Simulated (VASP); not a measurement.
Input for VASP

POSCAR:
```
NbP
5.6253080
 -0.2917930894   0.2917930894   1.0000000000
  0.2917930894  -0.2917930894   1.0000000000
  0.2917930894   0.2917930894  -1.0000000000
Nb P
2 2
direct
  0.7498800000   0.7498800000   0.0000000000
  0.4998800000   0.9998800000   0.5000000000
  0.3327500000   0.3327500000   0.0000000000
  0.0827500000   0.5827500000   0.5000000000
```

**INCAR**
```
! general
SYSTEM   =  NbP
PREC     =  Accurate
ENCUT    =  300
LREAL    =  F
LASPH    =  T

! electronic loop
EDIFF    =  1E-6
NELM     =  100
ALGO     =  Normal
LMAXMIX  =  4

! smearing
ISMEAR   =  0
SIGMA    =  0.2

! functional
GGA      =  PE

! ions
ISIF     =  2

! output
LWAVE    =  F
LCHARG   =  F
```

KPOINTS:
```
Automatic mesh
0
G
  10 10 10
```

POTCAR, in this order: Nb_sv P (PBE.64 set). Program: vasp_std.

### Question
Translate this PBE calculation to Ansatz.

### Answer
One equivalent input (not run):
Ansatz 0.2 input:
```yaml
crystal:
  lattice:
    - [-1.6414260, 1.6414260, 5.6253080]
    - [1.6414260, -1.6414260, 5.6253080]
    - [1.6414260, 1.6414260, -5.6253080]
  atoms:
    - { symbol: Nb, position: [0.7498800, 0.7498800, 0.0000000] }
    - { symbol: Nb, position: [0.4998800, 0.9998800, 0.5000000] }
    - { symbol: P, position: [0.3327500, 0.3327500, 0.0000000] }
    - { symbol: P, position: [0.0827500, 0.5827500, 0.5000000] }
kpoints:
  mp_grid: { grid: [10, 10, 10] }
hamiltonian:
  xc: pbe
  pseudopotentials: { kind: paw }
scf:
  occupations: { method: gaussian, width: 0.2 }
  max_iter: 100
output: { forces: true, stress: true, eigenvalues: true }
```
The two are equivalent in intent, not identical: each code has its own PAW files, so the cut-off isn't converted (ENCUT is set for VASP's; basis.ecutwfc is left out, and Ansatz then takes the one that its files recommend); Ansatz stops its SCF on the density residual and VASP on the energy change (EDIFF).

The structure comes from a computed database's NbP entry; how it stands against other phases isn't given here. The cell was not relaxed at this level, and its volume differs by -5.9 % from the start's.
